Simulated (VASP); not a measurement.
# Al2Cl: structure and properties in VASP, part 5 of 5

Wanted: the relaxed cell of Al2Cl and its properties. The cell is invented: other elements were put on sites of a known structure type. It may not be a known or stable phase.

VASP 6.6.1, plane waves and PAW; the level of theory is named at each step.

Still holding for the runs below: This run has no spin polarisation. Its electron count is odd, so without a moment it is a metal by construction.

So far. Step 6 (Total and projected DOS (revTPSS + D4)): The finer mesh and the other smearing move the Fermi level by -0.06 eV from the 6×6×6 run, one measure of the sampling error in the zero of the bands above. Step 7 (Band structure (TB-mBJ)): There is no gap at this level.

**8. Zone-centre phonons (revTPSS + D4)**

This step: revTPSS with D4; plane waves and PAW (Al, Cl); invented cell (VASP 6.6.1).

Zone-centre modes test whether the atoms sit at a minimum within this cell. IBRION = 6 takes the force constants from differences of forces between displaced cells, so the forces must be tight.

Contents of INCAR:

```
SYSTEM = Al2Cl
PREC = Accurate
ENCUT = 400
EDIFF = 1E-08
NELM = 100
ISMEAR = 1
SIGMA = 0.2
LREAL = .FALSE.
ALGO = Normal
METAGGA = RTPSS
IVDW = 13
VDW_S6 = 1
VDW_S8 = 1.53089454
VDW_A1 = 0.44880597
VDW_A2 = 4.64042317
LASPH = .TRUE.
NBANDS = 12
LORBIT = 11
LWAVE = .FALSE.
LCHARG = .FALSE.
IBRION = 6
NFREE = 2
POTIM = 0.015
ISIF = 2
NSW = 1
```

Contents of POSCAR:

```
Al2Cl
1.0
    0.0000000000      3.4802119082      3.4802119082
    3.4802119082      0.0000000000      3.4802119082
    3.4802119082      3.4802119082      0.0000000000
Al Cl
2 1
Direct
    0.2500000000      0.2500000000      0.2500000000
    0.7500000000      0.7500000000      0.7500000000
    0.0000000000      0.0000000000      0.0000000000
```

Contents of KPOINTS:

```
Automatic mesh
0
Gamma
10 10 10
0 0 0
```

Potentials, in the order of the species: Al and Cl (PBE family, release 64).

The run is started by

```
$ mpirun -np 1 vasp_std
```

The log of the run:

```text
[... set-up lines as in an earlier step ...]
 entering main loop
       N       E                     dE             d eps       ncg     rms          rms(c)
DAV:   1     0.333810846028E+02    0.33381E+02   -0.37937E+03  1128   0.684E+02
DAV:   2    -0.773587204920E+01   -0.41117E+02   -0.37263E+02  1720   0.147E+02
DAV:   3    -0.123105925509E+02   -0.45747E+01   -0.45128E+01  1468   0.464E+01
DAV:   4    -0.124136826969E+02   -0.10309E+00   -0.10300E+00  1368   0.958E+00
DAV:   5    -0.124168861978E+02   -0.32035E-02   -0.32031E-02  1584   0.149E+00    0.876E+00
DAV:   6    -0.116335458893E+02    0.78334E+00   -0.98349E+00  1160   0.347E+01    0.458E+00
DAV:   7    -0.116151522872E+02    0.18394E-01   -0.40675E-01  1400   0.394E+00    0.281E+00
DAV:   8    -0.116237553142E+02   -0.86030E-02   -0.42337E-02  1264   0.135E+00    0.107E+00
DAV:   9    -0.116179295398E+02    0.58258E-02   -0.16151E-02  1336   0.732E-01    0.733E-01
DAV:  10    -0.116187004050E+02   -0.77087E-03   -0.48133E-03  1216   0.459E-01    0.275E-01
DAV:  11    -0.116186495561E+02    0.50849E-04   -0.21229E-04  1276   0.124E-01    0.193E-01
DAV:  12    -0.116186613643E+02   -0.11808E-04   -0.35651E-05  1324   0.448E-02    0.248E-02
DAV:  13    -0.116186619360E+02   -0.57165E-06   -0.28612E-06  1336   0.123E-02    0.149E-02
DAV:  14    -0.116186614349E+02    0.50108E-06   -0.36675E-07  1296   0.398E-03    0.331E-03
DAV:  15    -0.116186613111E+02    0.12383E-06   -0.23770E-08  1284   0.136E-03    0.859E-04
DAV:  16    -0.116186613119E+02   -0.87653E-09   -0.35190E-09   716   0.394E-04
   1 F= -.12890948E+02 E0= -.12890966E+02  d E =0.527857E-04
 Found     2 degrees of freedom:
 Finite differences POTIM= 0.01500 DOF=   2
 bond charge predicted
       N       E                     dE             d eps       ncg     rms          rms(c)
DAV:   1    -0.116186744421E+02   -0.13131E-04   -0.22628E-02  4132   0.918E-01    0.392E-02
DAV:   2    -0.116187372690E+02   -0.62827E-04   -0.32474E-04  5240   0.134E-01    0.135E-02
DAV:   3    -0.116187389426E+02   -0.16736E-05   -0.75624E-06  4748   0.205E-02    0.816E-03
DAV:   4    -0.116187396581E+02   -0.71551E-06   -0.28959E-06  5044   0.146E-02    0.110E-03
DAV:   5    -0.116187396328E+02    0.25303E-07   -0.89685E-08  4736   0.221E-03    0.997E-04
DAV:   6    -0.116187396442E+02   -0.11411E-07   -0.22627E-08  4736   0.130E-03    0.177E-04
DAV:   7    -0.116187396421E+02    0.21482E-08   -0.18401E-09  2544   0.324E-04
   2 F= -.12890868E+02 E0= -.12890888E+02  d E =0.615507E-04
[...]
3 F= -.12890867E+02 E0= -.12890888E+02  d E =0.615447E-04
[...]
4 F= -.12891082E+02 E0= -.12891100E+02  d E =0.548480E-04
 Finite differences progress:
  Degree of freedom:   2/  2
  Displacement:        1/  2
  Total:               3/  4
 bond charge predicted
       N       E                     dE             d eps       ncg     rms          rms(c)
DAV:   1    -0.115996453890E+02    0.19224E-01   -0.13555E+00  2472   0.670E+00    0.423E-01
DAV:   2    -0.116188831373E+02   -0.19238E-01   -0.53274E-02  2632   0.162E+00    0.162E-01
DAV:   3    -0.116189120787E+02   -0.28941E-04   -0.83441E-04  2996   0.217E-01    0.820E-02
DAV:   4    -0.116188675646E+02    0.44514E-04   -0.66093E-04  2864   0.163E-01    0.406E-02
DAV:   5    -0.116188850944E+02   -0.17530E-04   -0.11754E-04  2652   0.721E-02    0.252E-02
DAV:   6    -0.116188734765E+02    0.11618E-04   -0.11889E-05  2832   0.223E-02    0.155E-02
DAV:   7    -0.116188688272E+02    0.46492E-05   -0.33337E-05  2908   0.332E-02    0.225E-03
DAV:   8    -0.116188694926E+02   -0.66541E-06   -0.35561E-06  2652   0.128E-02    0.365E-03
DAV:   9    -0.116188695021E+02   -0.94130E-08   -0.32118E-08  2936   0.150E-03
   5 F= -.12891082E+02 E0= -.12891100E+02  d E =0.548403E-04
 Finite differences progress:
  Degree of freedom:   2/  2
  Displacement:        2/  2
  Total:               4/  4
```

Wall time 4.5 min (1 MPI rank of Intel Xeon 6975P-C (Granite Rapids), shared host); peak memory 0.31 GiB.

OUTCAR, selected parts (step 8):

```text
   k-points           NKPTS =     47   k-points in BZ     NKDIM =     47   number of bands    NBANDS=     12

   NELECT =      13.0000    total number of electrons

 E-fermi :   3.4704

 k-point     1 :       0.0000    0.0000    0.0000
  band No.  band energies     occupation
    ...
      2      -2.3008      2.00000
      3      -1.4002      2.00000
      4      -1.4002      2.00000
      5      -1.3997      2.00000
      6       2.7791      2.00001
      7       3.8121     -0.03636
      8       3.8125     -0.03621
      9       3.8125     -0.03621
     10       7.7208      0.00000
     11       7.7215      0.00000
    ...

  DFT-D4 for vdW energy calculation

  Edisp (eV):   -1.27221

  Total       0.02631     0.02658     0.02658     0.00000     0.00000     0.00000
  in kB       0.50005     0.50506     0.50506     0.00000     0.00000     0.00000
  external pressure =        0.50 kB  Pullay stress =        0.00 kB

 POSITION                                       TOTAL-FORCE (eV/Angst)
 -----------------------------------------------------------------------------------
      1.74011      1.74011      1.74011         0.009097      0.000000      0.000000
      5.22032      5.22032      5.22032         0.009097      0.000000      0.000000
     -0.01500      0.00000      0.00000        -0.018193      0.000000      0.000000
 -----------------------------------------------------------------------------------
    total drift:                               -0.000417     -0.000000     -0.000000

  FREE ENERGIE OF THE ION-ELECTRON SYSTEM (eV)
  ---------------------------------------------------
  free  energy   TOTEN  =       -12.8910817536 eV

  energy  without entropy=      -12.8911365939  energy(sigma->0) =      -12.89110003

 Eigenvectors and eigenvalues of the dynamical matrix
 ----------------------------------------------------

   1 f  =    4.325459 THz    27.177660 2PiTHz  144.281779 cm-1    17.888653 meV
             X         Y         Z           dx          dy          dz
      1.740106  1.740106  1.740106    -0.665508   -0.049450    0.233781
      5.220318  5.220318  5.220318     0.665508    0.049450   -0.233781
      0.000000  0.000000  0.000000     0.000000   -0.000000    0.000000

   2 f  =    4.325459 THz    27.177660 2PiTHz  144.281779 cm-1    17.888653 meV
             X         Y         Z           dx          dy          dz
      1.740106  1.740106  1.740106     0.000000   -0.691800   -0.146331
      5.220318  5.220318  5.220318    -0.000000    0.691800    0.146331
      0.000000  0.000000  0.000000     0.000000   -0.000000   -0.000000

   3 f  =    4.325459 THz    27.177660 2PiTHz  144.281779 cm-1    17.888653 meV
             X         Y         Z           dx          dy          dz
      1.740106  1.740106  1.740106    -0.238954    0.137722   -0.651102
      5.220318  5.220318  5.220318     0.238954   -0.137722    0.651102
      0.000000  0.000000  0.000000     0.000000   -0.000000    0.000000

   4 f  =    0.014212 THz     0.089295 2PiTHz    0.474052 cm-1     0.058775 meV
             X         Y         Z           dx          dy          dz
      1.740106  1.740106  1.740106     0.530993    0.146027    0.018833
      5.220318  5.220318  5.220318     0.530993    0.146027    0.018833
      0.000000  0.000000  0.000000     0.603900    0.166077    0.021419

   5 f  =    0.014212 THz     0.089295 2PiTHz    0.474052 cm-1     0.058775 meV
             X         Y         Z           dx          dy          dz
      1.740106  1.740106  1.740106     0.146564   -0.517493   -0.119799
      5.220318  5.220318  5.220318     0.146564   -0.517493   -0.119799
      0.000000  0.000000  0.000000     0.166688   -0.588547   -0.136247

   6 f  =    0.014212 THz     0.089295 2PiTHz    0.474052 cm-1     0.058775 meV
             X         Y         Z           dx          dy          dz
      1.740106  1.740106  1.740106    -0.014060    0.120452   -0.537518
      5.220318  5.220318  5.220318    -0.014060    0.120452   -0.537518
      0.000000  0.000000  0.000000    -0.015991    0.136991   -0.611321

   7 f/i=    3.691379 THz    23.193617 2PiTHz  123.131144 cm-1    15.266309 meV
             X         Y         Z           dx          dy          dz
      1.740106  1.740106  1.740106    -0.280079    0.266678   -0.216349
      5.220318  5.220318  5.220318    -0.280079    0.266678   -0.216349
      0.000000  0.000000  0.000000     0.492531   -0.468965    0.380459

   8 f/i=    3.691379 THz    23.193617 2PiTHz  123.131144 cm-1    15.266309 meV
             X         Y         Z           dx          dy          dz
      1.740106  1.740106  1.740106     0.140611   -0.165645   -0.386210
      5.220318  5.220318  5.220318     0.140611   -0.165645   -0.386210
      0.000000  0.000000  0.000000    -0.247270    0.291295    0.679168

   9 f/i=    3.691379 THz    23.193617 2PiTHz  123.131144 cm-1    15.266309 meV
             X         Y         Z           dx          dy          dz
      1.740106  1.740106  1.740106    -0.313293   -0.312750    0.020075
      5.220318  5.220318  5.220318    -0.313293   -0.312750    0.020075
      0.000000  0.000000  0.000000     0.550940    0.549984   -0.035303

 ELASTIC MODULI CONTR FROM IONIC RELAXATION (kBar)
 Direction    XX          YY          ZZ          XY          YZ          ZX
 --------------------------------------------------------------------------------
 XX          -0.0000      0.0000     -0.0000     -0.0000     -0.0000     -0.0000
 YY           0.0000     -0.0000      0.0000     -0.0000      0.0000      0.0000
 ZZ          -0.0000      0.0000     -0.0000      0.0000      0.0000     -0.0000
 XY          -0.0000     -0.0000      0.0000    -69.3435      0.0000      0.0000
 YZ          -0.0000      0.0000      0.0000      0.0000    -69.3435      0.0000
 ZX          -0.0000      0.0000     -0.0000      0.0000      0.0000    -69.3435
 --------------------------------------------------------------------------------

[... 6 parts as in an earlier step ...]

[... 10 further parts left out ...]
```

CONTCAR:

```
Al2Cl
   1.00000000000000
     0.0000000000000000    3.4802119081999998    3.4802119081999998
     3.4802119081999998    0.0000000000000000    3.4802119081999998
     3.4802119081999998    3.4802119081999998    0.0000000000000000
  Al              Cl
     2     1
Direct
     0.2500000000000000    0.2500000000000000    0.2500000000000000
     0.7500000000000000    0.7500000000000000    0.7500000000000000
     0.0021550411865233   -0.0021550411865233   -0.0021550411865233
```

The last energy, forces, stress and levels in OUTCAR belong to the last displaced cell, not to the cell of POSCAR.

This step gave:

```
bands                     : 12
irreducible k-points      : 47
pressure of the cell      : 0.04327 GPa
largest force of the cell : 0 eV/Å
```

The modes at Γ (shares of kinetic energy by element, %) (negative means imaginary):

| mode | frequency (cm⁻¹) | symmetry | Al % | Cl % |
| --- | --- | --- | --- | --- |
| 1 | -123.1 | T1u | 39 | 61 |
| 2 | -123.1 | T1u | 39 | 61 |
| 3 | -123.1 | T1u | 39 | 61 |
| 4 | 0.5 | acoustic | 61 | 39 |
| 5 | 0.5 | acoustic | 61 | 39 |
| 6 | 0.5 | acoustic | 61 | 39 |
| 7 | 144.3 | T2g | 100 | 0 |
| 8 | 144.3 | T2g | 100 | 0 |
| 9 | 144.3 | T2g | 100 | 0 |

Displacements in mode 2 (-123.1 cm⁻¹), the largest set to 1:
```
Al1  0.24 -0.28 -0.65
Al2  0.24 -0.28 -0.65
Cl3 -0.36  0.43  1.00
```

Displacements in mode 9 (144.3 cm⁻¹), the largest set to 1:
```
Al1 -1.00 -0.07  0.35
Al2  1.00  0.07 -0.35
Cl3  0.00  0.00  0.00
```

The three acoustic modes lie within 0.5 cm⁻¹ of zero, but 3 optical modes are imaginary, so the cell is a saddle point and not a minimum. By the characters of their eigenvectors the optical modes sort into (cm⁻¹) Raman active: T2g 144; infrared active: T1u 123i. With a centre of inversion no mode is active in both.

**9. Summary of results**

```json
{
 "relaxed volume": "28.10 Å³/atom",
 "relaxed conventional cell a, b, c": "6.960, 6.960, 6.960 Å",
 "space group after relaxing, within 0.02 Å": "Fm-3m (No. 225)",
 "band gap": "none, a metal",
 "DOS at the Fermi level": "1.38 states/eV/cell",
 "band gap (TB-mBJ)": "none, a metal",
 "highest zone-centre mode": "144 cm⁻¹",
 "imaginary zone-centre modes": "3, down to 123i cm⁻¹"
}
```

**Reading.** With revTPSS + D4, Al2Cl relaxes to 28.10 Å³/atom in space group Fm-3m (held by the symmetry of the run) and comes out as a metal. Band structure (revTPSS + D4): Of the bands kept, 2 cross the Fermi level on this path. Band structure (TB-mBJ): Of the bands kept, 2 cross the Fermi level on this path. Zone-centre phonons (revTPSS + D4): The highest mode in this list at Γ, 144.3 cm⁻¹, is mostly motion of Al (100 % of the kinetic energy). 3 modes are imaginary, down to 123.1i cm⁻¹: the energy falls along them. The other levels ran on the cell relaxed with revTPSS + D4, and without spin-orbit coupling unless named. The k-sampling is coarse for a metal, so the Fermi level, pressures and the shape of the cell carry errors. With an odd electron count and no spin the cell is a metal by construction. Imaginary modes at Γ mean that the cell would distort to a lower symmetry. No search among competing phases was made. All values are for a static lattice at zero temperature.

[Lines on the potential files, build, host, timing and source positions are cut from VASP's logs without a mark.]

[Logs are printed without paths, hosts, clocks, repeated set-up lines and the standing remarks that a program may print on its own settings, such as how far it seeks lower states.]

[Hosts, paths, dates, database ids (printed as entryN), source tags and the programs' standing remarks are cut or masked in the printed files.]

[A measured line is paired with the nearest computed mode of its activity, which favours agreement.]
